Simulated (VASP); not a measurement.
# TiTe2: how numerical settings change the zone-centre modes

How far do the zone-centre frequencies of TiTe2 depend on the numerical settings? The starting structure is a measured crystal structure from the Crystallography Open Database.

Main program and level: VASP 6.6.1; Kohn-Sham DFT with plane waves and PAW; LDA.

## (1) The starting structure

The structure is trigonal, space group P-3m1 (No. 164). The conventional cell has a = 3.777 Å, b = 3.777 Å, c = 6.498 Å, α = 90.00°, β = 90.00°, γ = 120.00°. Nearest to Te lie 3 Ti at 2.77 Å. Nearest to Ti lie 6 Te at 2.77 Å. Farther neighbours and most contacts between anions are not listed.

Coordinates:

```cif
data_structure
_symmetry_space_group_name_H-M 'P-3m1'
_symmetry_Int_Tables_number 164
_cell_length_a 3.7770
_cell_length_b 3.7770
_cell_length_c 6.4980
_cell_angle_alpha 90.000
_cell_angle_beta 90.000
_cell_angle_gamma 120.000
_cell_volume 80.28
loop_
_atom_site_label
_atom_site_type_symbol
_atom_site_symmetry_multiplicity
_atom_site_Wyckoff_symbol
_atom_site_fract_x
_atom_site_fract_y
_atom_site_fract_z
_atom_site_occupancy
Te1 Te 2 d 0.33333 0.66667 0.73720 1
Ti1 Ti 1 a 0.00000 0.00000 0.00000 1
```

## (2) Reference modes

The cell comes from a relaxation at this level, not shown (73.70 Å³).

Contents of INCAR:

```
SYSTEM = TiTe2
PREC = Accurate
ENCUT = 450
EDIFF = 1E-08
NELM = 100
ISMEAR = 1
SIGMA = 0.15
LREAL = .FALSE.
ALGO = Normal
GGA = CA
NBANDS = 18
LORBIT = 11
LWAVE = .FALSE.
LCHARG = .FALSE.
KPAR = 4
IBRION = 8
ISIF = 2
```

Contents of POSCAR:

```
TiTe2
1.0
    3.6675316547      0.0000000000      0.0000000000
   -1.8337658274      3.1761755822      0.0000000000
    0.0000000000      0.0000000000      6.3265478193
Te Ti
2 1
Direct
    0.3333333333      0.6666666667      0.7300513549
    0.6666666667      0.3333333333      0.2699486451
    0.0000000000      0.0000000000      0.0000000000
```

Contents of KPOINTS:

```
Automatic mesh
0
Gamma
12 12 6
0 0 0
```

Potentials, in the order of the species: Te and Ti_sv (LDA family, release 64).

On the command line:

```console
> mpirun -np 4 vasp_std
```

The program printed:

```text
[banner, memory and clock lines left out]
running    4 mpi-ranks, on    1 nodes
 distrk:  each k-point on    1 cores,    4 groups
 distr:  one band on    1 cores,    1 groups

 POSCAR found type information on POSCAR TeTi
 POSCAR found :  2 types and       3 ions
 LDA part: xc-table for (Slater(with rela. corr.)+CA(PZ))
 , standard interpolation
 POSCAR, INCAR and KPOINTS ok, starting setup
 FFT: planning ... GRIDC
 FFT: planning ... GRID_SOFT
 FFT: planning ... GRID
 WAVECAR not read
 entering main loop
       N       E                     dE             d eps       ncg     rms          rms(c)
DAV:   1     0.167094785312E+03    0.16709E+03   -0.10127E+04  3608   0.113E+03
DAV:   2    -0.536913264405E+01   -0.17246E+03   -0.16866E+03  3938   0.296E+02
DAV:   3    -0.197556266929E+02   -0.14386E+02   -0.14031E+02  5578   0.810E+01
DAV:   4    -0.202549179339E+02   -0.49929E+00   -0.49516E+00  4548   0.140E+01
DAV:   5    -0.202732631904E+02   -0.18345E-01   -0.18339E-01  5430   0.261E+00    0.126E+01
DAV:   6    -0.202359066578E+02    0.37357E-01   -0.32748E+01  4250   0.378E+01    0.123E+01
DAV:   7    -0.185482819990E+02    0.16876E+01   -0.23019E+01  4598   0.301E+01    0.508E+00
DAV:   8    -0.183477426623E+02    0.20054E+00   -0.12570E+00  4160   0.808E+00    0.162E+00
DAV:   9    -0.183536097072E+02   -0.58670E-02   -0.11501E-01  4894   0.210E+00    0.121E+00
DAV:  10    -0.183469005239E+02    0.67092E-02   -0.11537E-01  4400   0.260E+00    0.630E-01
DAV:  11    -0.183455679899E+02    0.13325E-02   -0.21471E-02  4300   0.108E+00    0.315E-01
DAV:  12    -0.183452644776E+02    0.30351E-03   -0.35304E-03  4352   0.418E-01    0.156E-01
DAV:  13    -0.183452252203E+02    0.39257E-04   -0.17704E-04  4416   0.107E-01    0.312E-02
DAV:  14    -0.183452252502E+02   -0.29937E-07   -0.73264E-06  4212   0.201E-02    0.199E-02
DAV:  15    -0.183452237134E+02    0.15368E-05   -0.53338E-06  4442   0.181E-02    0.570E-03
DAV:  16    -0.183452235781E+02    0.13525E-06   -0.82314E-07  5076   0.537E-03    0.214E-03
DAV:  17    -0.183452235733E+02    0.48535E-08   -0.17423E-08  2796   0.966E-04
   1 F= -.18345224E+02 E0= -.18345663E+02  d E =0.131727E-02
 Linear response reoptimize wavefunctions to high precision
DAV:   1    -0.183452235701E+02    0.31737E-08   -0.21291E-08  4062   0.924E-04
DAV:   2    -0.183452235702E+02   -0.10368E-09   -0.76070E-10  2182   0.231E-04
DAV:   3    -0.183452235702E+02    0.14552E-10   -0.11162E-10  2132   0.936E-05
 Linear response DOF=           4
 Linear response progress:
  Degree of freedom:   1/  4
       N       E                     dE             d eps       ncg     rms          rms(c)
RMM:   1    -0.438298798943E-01   -0.43830E-01    0.28133E-03 37808   0.114E+00
RMM:   2    -0.417882363256E-01    0.20416E-02   -0.33092E-03 31359   0.345E-01    0.833E-02
RMM:   3    -0.419178348200E-01   -0.12960E-03   -0.91432E-04 36922   0.147E-01    0.432E-02
RMM:   4    -0.419798170032E-01   -0.61982E-04   -0.16309E-04 39162   0.554E-02    0.328E-02
RMM:   5    -0.420738933142E-01   -0.94076E-04   -0.33690E-05 34296   0.310E-02    0.297E-03
RMM:   6    -0.420662509958E-01    0.76423E-05   -0.73050E-06 39497   0.134E-02    0.189E-03
RMM:   7    -0.420660385700E-01    0.21243E-06   -0.18693E-06 38692   0.609E-03    0.127E-03
RMM:   8    -0.420662471346E-01   -0.20856E-06   -0.69859E-07 38367   0.304E-03    0.503E-04
RMM:   9    -0.420664400686E-01   -0.19293E-06   -0.52183E-07 41149   0.150E-03    0.211E-04
RMM:  10    -0.420662917580E-01    0.14831E-06   -0.34211E-08 41913   0.749E-04    0.725E-05
RMM:  11    -0.420663459427E-01   -0.54185E-07   -0.23252E-07 40883   0.414E-04    0.267E-05
RMM:  12    -0.420663537430E-01   -0.78003E-08    0.72288E-09 41975   0.254E-04    0.103E-05
 first order change of Fermi-energy   0.47954E-04
 force on displaced ion       1 direction 1 :  -3.855  -0.001  -0.000
 Linear response progress:
  Degree of freedom:   2/  4
       N       E                     dE             d eps       ncg     rms          rms(c)
RMM:   1    -0.677843420054E-01   -0.67784E-01    0.30365E-02  8593   0.135E+00
RMM:   2    -0.650280410855E-01    0.27563E-02   -0.40992E-03  7478   0.375E-01    0.157E-01
RMM:   3    -0.651849828613E-01   -0.15694E-03   -0.12795E-03  7173   0.242E-01    0.117E-01
RMM:   4    -0.651158641223E-01    0.69119E-04   -0.44592E-04  7121   0.156E-01    0.649E-02
RMM:   5    -0.651353963158E-01   -0.19532E-04   -0.13708E-04  8379   0.606E-02    0.461E-02
RMM:   6    -0.651758911816E-01   -0.40495E-04   -0.35634E-05  8234   0.333E-02    0.439E-03
RMM:   7    -0.651755327550E-01    0.35843E-06   -0.12133E-05  9040   0.148E-02    0.402E-03
RMM:   8    -0.651740944986E-01    0.14383E-05   -0.31499E-06  8991   0.637E-03    0.250E-03
RMM:   9    -0.651728941775E-01    0.12003E-05   -0.17964E-06  8131   0.356E-03    0.103E-03
RMM:  10    -0.651735723271E-01   -0.67815E-06   -0.14301E-06  8815   0.188E-03    0.312E-04
RMM:  11    -0.651734786042E-01    0.93723E-07   -0.68106E-08  8797   0.939E-04    0.816E-05
RMM:  12    -0.651734987548E-01   -0.20151E-07   -0.40025E-07  9310   0.491E-04    0.557E-05
RMM:  13    -0.651734462719E-01    0.52483E-07   -0.37009E-07  8878   0.271E-04    0.416E-05
RMM:  14    -0.651735090639E-01   -0.62792E-07   -0.23938E-07  9168   0.183E-04    0.167E-05
[...]
RMM:  35    -0.651734794694E-01   -0.11744E-08   -0.16450E-07  4950   0.832E-05    0.304E-07
RMM:  36    -0.651734967456E-01   -0.17276E-07   -0.17790E-07  4927   0.832E-05    0.279E-07
RMM:  37    -0.651734959725E-01    0.77302E-09   -0.13773E-07  4956   0.833E-05    0.390E-07
RMM:  38    -0.651734999523E-01   -0.39797E-08   -0.15258E-07  4920   0.832E-05    0.305E-07
RMM:  39    -0.651734823586E-01    0.17594E-07   -0.13947E-07  4867   0.832E-05    0.246E-07
RMM:  40    -0.651735019321E-01   -0.19574E-07   -0.15161E-07  4862   0.833E-05    0.242E-07
RMM:  41    -0.651734970861E-01    0.48461E-08   -0.16533E-07  4838   0.832E-05    0.198E-07
RMM:  42    -0.651734863446E-01    0.10741E-07   -0.10813E-07  4805   0.833E-05    0.230E-07
 first order change of Fermi-energy  -0.28866E+00
 force on displaced ion       1 direction 3 :  -0.000   0.000  -8.402
 Linear response progress:
  Degree of freedom:   3/  4
       N       E                     dE             d eps       ncg     rms          rms(c)
RMM:   1    -0.724577640302E+00   -0.72458E+00    0.13724E+01  8761   0.128E+02
RMM:   2    -0.681029160603E+00    0.43548E-01   -0.44290E-01 14966   0.521E+00    0.190E-01
RMM:   3    -0.678007417249E+00    0.30217E-02   -0.24335E-02 17095   0.114E+00    0.915E-02
RMM:   4    -0.678406862820E+00   -0.39945E-03   -0.15435E-02 20347   0.493E-01    0.367E-02
RMM:   5    -0.679723551854E+00   -0.13167E-02   -0.82708E-04 20163   0.159E-01    0.151E-02
RMM:   6    -0.680171447672E+00   -0.44790E-03   -0.21989E-04 21162   0.679E-02    0.852E-03
RMM:   7    -0.680178434469E+00   -0.69868E-05   -0.40076E-05 20604   0.317E-02    0.265E-03
RMM:   8    -0.680138347018E+00    0.40087E-04   -0.19156E-05 22580   0.160E-02    0.111E-03
RMM:   9    -0.680151016391E+00   -0.12669E-04   -0.93942E-06 22644   0.806E-03    0.331E-04
RMM:  10    -0.680155564674E+00   -0.45483E-05   -0.53872E-06 22809   0.469E-03    0.204E-04
RMM:  11    -0.680162976751E+00   -0.74121E-05   -0.52527E-06 22034   0.317E-03    0.616E-05
RMM:  12    -0.680163579018E+00   -0.60227E-06   -0.37041E-06 23229   0.224E-03    0.480E-05
RMM:  13    -0.680162501464E+00    0.10776E-05   -0.35492E-06 23065   0.176E-03    0.288E-05
RMM:  14    -0.680162192221E+00    0.30924E-06   -0.29397E-06 22921   0.145E-03    0.604E-05
RMM:  15    -0.680162433626E+00   -0.24141E-06   -0.27671E-06 22641   0.125E-03    0.600E-05
RMM:  16    -0.680162747897E+00   -0.31427E-06   -0.22814E-06 21183   0.111E-03    0.484E-05
RMM:  17    -0.680163011232E+00   -0.26334E-06   -0.20861E-06 21558   0.993E-04    0.450E-05
RMM:  18    -0.680163057954E+00   -0.46721E-07   -0.17803E-06 23286   0.895E-04    0.527E-05
 first order change of Fermi-energy  -0.90029E-03
 force on displaced ion       3 direction 1 :  -5.277   0.000   0.000
 Linear response progress:
  Degree of freedom:   4/  4
       N       E                     dE             d eps       ncg     rms          rms(c)
RMM:   1    -0.720609437916E+00   -0.72061E+00    0.21939E+01  3616   0.132E+02
RMM:   2    -0.674094318602E+00    0.46515E-01   -0.42608E-01  5983   0.491E+00    0.210E-01
RMM:   3    -0.672254516427E+00    0.18398E-02   -0.29019E-02  6985   0.112E+00    0.103E-01
RMM:   4    -0.672793229797E+00   -0.53871E-03   -0.17432E-02  8042   0.479E-01    0.516E-02
RMM:   5    -0.673863073805E+00   -0.10698E-02   -0.75405E-04  7996   0.150E-01    0.238E-02
RMM:   6    -0.674320432240E+00   -0.45736E-03   -0.19869E-04  8021   0.696E-02    0.109E-02
RMM:   7    -0.674343605428E+00   -0.23173E-04   -0.57494E-05  8017   0.342E-02    0.349E-03
RMM:   8    -0.674263675613E+00    0.79930E-04   -0.21882E-05  8774   0.177E-02    0.167E-03
RMM:   9    -0.674279842741E+00   -0.16167E-04   -0.81591E-06  9094   0.884E-03    0.723E-04
RMM:  10    -0.674281530769E+00   -0.16880E-05   -0.82351E-06  9162   0.549E-03    0.330E-04
RMM:  11    -0.674288108153E+00   -0.65774E-05   -0.39233E-06  8559   0.407E-03    0.141E-04
RMM:  12    -0.674290780284E+00   -0.26721E-05   -0.27100E-06  8890   0.318E-03    0.110E-04
RMM:  13    -0.674288808322E+00    0.19720E-05   -0.15300E-06  8936   0.261E-03    0.822E-05
RMM:  14    -0.674289029818E+00   -0.22150E-06   -0.10686E-06  9448   0.222E-03    0.123E-04
RMM:  15    -0.674288405842E+00    0.62398E-06    0.15011E-07  8405   0.198E-03    0.219E-04
RMM:  16    -0.674288611726E+00   -0.20588E-06    0.29604E-08  8669   0.176E-03    0.220E-04
RMM:  17    -0.674288849240E+00   -0.23751E-06    0.43417E-06  8367   0.160E-03    0.213E-04
RMM:  18    -0.674288371804E+00    0.47744E-06    0.10364E-05  8694   0.156E-03    0.399E-04
RMM:  19    -0.674288174197E+00    0.19761E-06    0.13448E-05  8074   0.140E-03    0.514E-04
RMM:  20    -0.674288159971E+00    0.14226E-07    0.18445E-05  9109   0.125E-03    0.560E-04
RMM:  21    -0.674288220724E+00   -0.60753E-07    0.16904E-05  9408   0.115E-03    0.582E-04
RMM:  22    -0.674288274842E+00   -0.54118E-07    0.14620E-05  9029   0.106E-03    0.597E-04
 first order change of Fermi-energy   0.15647E-02
 force on displaced ion       3 direction 3 :   0.000  -0.000 -12.296
 Linear response finished
```

It took 15 min on 4 MPI ranks of Intel Xeon Platinum 8488C (Sapphire Rapids), shared host; peak memory 3.9 GiB.

The logs omit lines about the potential files and the build; timing stands in the text.

From OUTCAR (step 2):

```text
ion  position               nearest neighbor table
   1  0.333  0.667  0.730-   3 2.72   3 2.72   3 2.72   2 3.60   2 3.60   2 3.60
   2  0.667  0.333  0.270-   3 2.72   3 2.72   3 2.72   1 3.60   1 3.60   1 3.60
   3  0.000  0.000  0.000-   1 2.72   2 2.72   2 2.72   1 2.72   2 2.72   1 2.72

  LATTYP: Found a hexagonal cell.
 ALAT       =     3.6675316547
 C/A-ratio  =     1.7250151914

 Subroutine GETGRP returns: Found 12 space group operations
 (whereof 12 operations were pure point group operations)

The static configuration has the point symmetry D_3d.

 Found    100 irreducible k-points:

   k-points           NKPTS =    100   k-points in BZ     NKDIM =    100   number of bands    NBANDS=     18

   dimension x,y,z NGX =    28 NGY =   28 NGZ =   48
   dimension x,y,z NGXF=    56 NGYF=   56 NGZF=   96

   ENCUT  =  450.0 eV  33.07 Ry    5.75 a.u.   6.34  6.34 10.94*2*pi/ulx,y,z

   NELECT =      24.0000    total number of electrons

 k-points in reciprocal lattice and weights: Automatic mesh
   0.00000000  0.00000000  0.00000000       0.001
   0.08333333  0.00000000  0.00000000       0.007
   0.16666667  0.00000000  0.00000000       0.007
   0.25000000  0.00000000  0.00000000       0.007
   0.33333333  0.00000000  0.00000000       0.007
   0.41666667  0.00000000  0.00000000       0.007
   0.50000000  0.00000000  0.00000000       0.003
   0.08333333  0.08333333  0.00000000       0.007
   0.16666667  0.08333333  0.00000000       0.014
[...]
0.33333333  0.25000000  0.50000000       0.014
   0.33333333  0.33333333  0.50000000       0.002

 average (electrostatic) potential at core
       1 -87.2310       2 -87.2310       3 -73.4957

  Total       -0.0023968     -0.0023968     -0.0035439      0.0000000      0.0000000      0.0000000
  in kB       -0.0521067     -0.0521067     -0.0770464      0.0000000      0.0000000      0.0000000
  external PRESSURE =      -0.0604200 kB  Pullay stress =       0.0000000 kB

  energy-cutoff  :      450.00
  volume of cell :       73.70
      direct lattice vectors                 reciprocal lattice vectors
     3.667531655  0.000000000  0.000000000     0.272662950  0.157422028  0.000000000
    -1.833765827  3.176175582  0.000000000     0.000000000  0.314844055  0.000000000
     0.000000000  0.000000000  6.326547819     0.000000000  0.000000000  0.158064086

 POSITION                                       TOTAL-FORCE (eV/Angst)
 -----------------------------------------------------------------------------------
     -0.00000      2.11745      4.61870         0.000000     -0.000000     -0.001965
      1.83377      1.05873      1.70784        -0.000000      0.000000      0.001965
      0.00000      0.00000      0.00000         0.000000      0.000000      0.000000
 -----------------------------------------------------------------------------------
    total drift:                               -0.000000     -0.000000     -0.000000

 Eigenvectors and eigenvalues of the dynamical matrix
 ----------------------------------------------------

   1 f  =    8.632674 THz    54.240693 2PiTHz  287.955022 cm-1    35.701857 meV
             X         Y         Z           dx          dy          dz
     -0.000000  2.117450  4.618705    -0.000000    0.000000   -0.280896
      1.833766  1.058725  1.707843    -0.000000    0.000000   -0.280896
      0.000000  0.000000  0.000000     0.000000   -0.000000    0.917712

   2 f  =    5.653096 THz    35.519448 2PiTHz  188.566976 cm-1    23.379315 meV
             X         Y         Z           dx          dy          dz
     -0.000000  2.117450  4.618705     0.112311   -0.256774    0.000000
      1.833766  1.058725  1.707843     0.112311   -0.256774    0.000000
      0.000000  0.000000  0.000000    -0.367914    0.841157    0.000000

   3 f  =    5.653096 THz    35.519448 2PiTHz  188.566976 cm-1    23.379315 meV
             X         Y         Z           dx          dy          dz
     -0.000000  2.117450  4.618705    -0.256774   -0.112311    0.000000
      1.833766  1.058725  1.707843    -0.256774   -0.112311   -0.000000
      0.000000  0.000000  0.000000     0.841157    0.367914    0.000000

   4 f  =    4.519322 THz    28.395740 2PiTHz  150.748369 cm-1    18.690407 meV
             X         Y         Z           dx          dy          dz
     -0.000000  2.117450  4.618705     0.000000    0.000000    0.707107
      1.833766  1.058725  1.707843     0.000000    0.000000   -0.707107
      0.000000  0.000000  0.000000    -0.000000    0.000000    0.000000

   5 f  =    3.121970 THz    19.615916 2PiTHz  104.137709 cm-1    12.911425 meV
             X         Y         Z           dx          dy          dz
     -0.000000  2.117450  4.618705     0.283369   -0.647844   -0.000000
      1.833766  1.058725  1.707843    -0.283369    0.647844    0.000000
      0.000000  0.000000  0.000000    -0.000000    0.000000    0.000000

   6 f  =    3.121970 THz    19.615916 2PiTHz  104.137709 cm-1    12.911425 meV
             X         Y         Z           dx          dy          dz
     -0.000000  2.117450  4.618705    -0.647844   -0.283369   -0.000000
      1.833766  1.058725  1.707843     0.647844    0.283369    0.000000
      0.000000  0.000000  0.000000    -0.000000   -0.000000   -0.000000

   7 f/i=    0.002044 THz     0.012846 2PiTHz    0.068195 cm-1     0.008455 meV
             X         Y         Z           dx          dy          dz
     -0.000000  2.117450  4.618705    -0.000000    0.000000    0.648920
      1.833766  1.058725  1.707843    -0.000000    0.000000    0.648920
      0.000000  0.000000  0.000000    -0.000000    0.000000    0.397247

   8 f/i=    0.006864 THz     0.043126 2PiTHz    0.228949 cm-1     0.028386 meV
             X         Y         Z           dx          dy          dz
     -0.000000  2.117450  4.618705    -0.572909   -0.305333    0.000000
      1.833766  1.058725  1.707843    -0.572909   -0.305333    0.000000
      0.000000  0.000000  0.000000    -0.349776   -0.186414    0.000000

   9 f/i=    0.006864 THz     0.043126 2PiTHz    0.228949 cm-1     0.028386 meV
             X         Y         Z           dx          dy          dz
     -0.000000  2.117450  4.618705     0.305333   -0.572909    0.000000
      1.833766  1.058725  1.707843     0.305333   -0.572909    0.000000
      0.000000  0.000000  0.000000     0.186414   -0.349776    0.000000

 ELASTIC MODULI CONTR FROM IONIC RELAXATION (kBar)
 Direction    XX          YY          ZZ          XY          YZ          ZX
 --------------------------------------------------------------------------------
 XX        -219.4182   -137.7680   -345.8732      0.0000   -136.1791      0.0000
 YY        -137.7680   -219.4182   -345.8732      0.0000    136.1791     -0.0000
 ZZ        -345.8732   -345.8732   -669.8373      0.0000     -0.0000     -0.0000
 XY           0.0000      0.0000      0.0000    -40.8251     -0.0000   -112.5605
 YZ        -136.1791    136.1791     -0.0000     -0.0000   -454.2485      0.0000
 ZX           0.0000     -0.0000     -0.0000   -112.5605      0.0000   -310.3450
 --------------------------------------------------------------------------------
```

This run has no spin polarisation, although Ti can carry a moment. Energies printed during the response cycles are not total energies of the cell.

Reference: the zone-centre modes are A2u 288.0, Eu 188.6, A1g 150.7, Eg 104.1 cm⁻¹.

(Part 1 of 2 ends here.)

[Lines on the potential files, build, host, timing and source positions are cut from VASP's logs without a mark.]

[Logs are printed without paths, hosts, clocks, repeated set-up lines and the standing remarks that a program may print on its own settings, such as how far it seeks lower states.]

[Hosts, paths, dates, database ids (printed as entryN), source tags and the programs' standing remarks are cut or masked in the printed files.]
